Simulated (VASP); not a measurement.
Computed with LDA (Ceperley-Alder, Perdew-Zunger), VASP's LDA PAW potentials (set 64) (plane waves; VASP).

Input for VASP

### INCAR
```
ALGO = Normal
EDIFF = 1E-6
ENCUT = 300
ISIF = 2
ISMEAR = -1
LASPH = .TRUE.
LCHARG = .FALSE.
LMAXMIX = 6
LREAL = .FALSE.
LWAVE = .FALSE.
NELM = 100
PREC = Accurate
SIGMA = 0.01
SYSTEM = PtSe2
```

### POSCAR
```
PtSe2
1
    1.8773090000    -3.2515950000     0.0000000000
    1.8773090000     3.2515950000     0.0000000000
    0.0000000000     0.0000000000     5.1135280000
Pt Se
1 2
Direct
  0.0000000000   0.0000000000   0.0000000000
  0.3333330000   0.6666670000   0.2550000000
  0.6666670000   0.3333330000   0.7450000000
```

**KPOINTS**
```
Automatic mesh
0
Gamma
4 4 3
0 0 0
```

POTCAR, in this order: Pt Se (LDA.64 set). Program: vasp_std.

At this cut-off the stress carries a Pulay error, which pulls relaxed volumes low. Gaps are read on the run's mesh, which can miss a band edge. Unless said otherwise, spin-orbit coupling is left out, though it shifts the bands of the heavy elements here.

Task: Predict the energy per atom (σ→0), pressure, largest force, band gap (on the k-mesh).

Result: 
```yaml
energy per atom (σ→0): -549.6 kJ/mol of atoms
band gap (on the k-mesh): none (metal, semimetal or under 0.01 eV)
pressure: -5.28 GPa
largest_force: 0.477 eV/Å
```

File OSZICAR:
```
...
DAV:   6    -0.173567219514E+02    0.53620E+00   -0.53562E+00   284   0.212E+01    0.772E+00
DAV:   7    -0.171199505390E+02    0.23677E+00   -0.10730E+00   277   0.104E+01    0.373E+00
DAV:   8    -0.170923837435E+02    0.27567E-01   -0.82028E-02   270   0.197E+00    0.877E-01
DAV:   9    -0.170879925785E+02    0.43912E-02   -0.11067E-02   277   0.103E+00    0.228E-01
DAV:  10    -0.170879666255E+02    0.25953E-04   -0.14430E-03   305   0.262E-01    0.358E-02
DAV:  11    -0.170879676671E+02   -0.10416E-05   -0.50423E-05   333   0.645E-02    0.219E-02
DAV:  12    -0.170879673873E+02    0.27973E-06   -0.37483E-06   272   0.173E-02
   1 F= -.17087967E+02 E0= -.17087262E+02  d E =-.141123E-02
```

The structure is a typed PtSe2 crystal (P-3m1). The cell was not relaxed at this level. The k-mesh is coarse (spacing up to 0.48 per Å, 2π included), so the numbers may not be converged in it. The run is one of a series of settings (KPOINTS 4×4×3 Γ-centred mesh against the base run), some of them coarse on purpose.
